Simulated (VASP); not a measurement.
A run of VASP 6.6.1:

Contents of INCAR:

```
SYSTEM = Zr
PREC = Accurate ; ENCUT = 600
EDIFF = 1E-7 ; ISMEAR = 1
SIGMA = 0.1 ; LREAL = .FALSE.
LASPH = .TRUE. ; NELM = 80
ALGO = Normal ; ISIF = 4
LWAVE = .FALSE. ; LCHARG = .FALSE.
GGA = PE ; IVDW = 12
IBRION = 2 ; NSW = 40
EDIFFG = -0.01
```

File KPOINTS:

```
regular mesh
0
G
  15 15 7
  0 0 0
```

POSCAR

```
Zr                                      
1.0
    3.2272767621     -0.0000000000      0.0000000000
   -1.6136383811      2.7949036611     -0.0000000000
    0.0000000000      0.0000000000      5.1777016926
  Zr            
     2
Direct
     0.3333333332999970    0.6666666667000030    0.2500000000000000
     0.6666666667000030    0.3333333332999970    0.7500000000000000
```

Potentials or basis: VASP PAW PBE potentials, release 64 (Zr_sv).

Command:

```sh
$ cat potpaw_PBE.64/Zr_sv/POTCAR > POTCAR
$ mpirun -np 1 vasp_std > vasp.out
```

Hardware: 1 thread of Intel(R) Xeon(R) 6975P-C (Granite Rapids) (shared host).

Question: How long does it take, and how much memory?

Answer: Wall time 59 s on 1 thread of Intel(R) Xeon(R) 6975P-C (Granite Rapids), with other jobs on the host, peak memory 0.24 GiB. Counts: scf iterations 18, k points 108, ion steps 2.
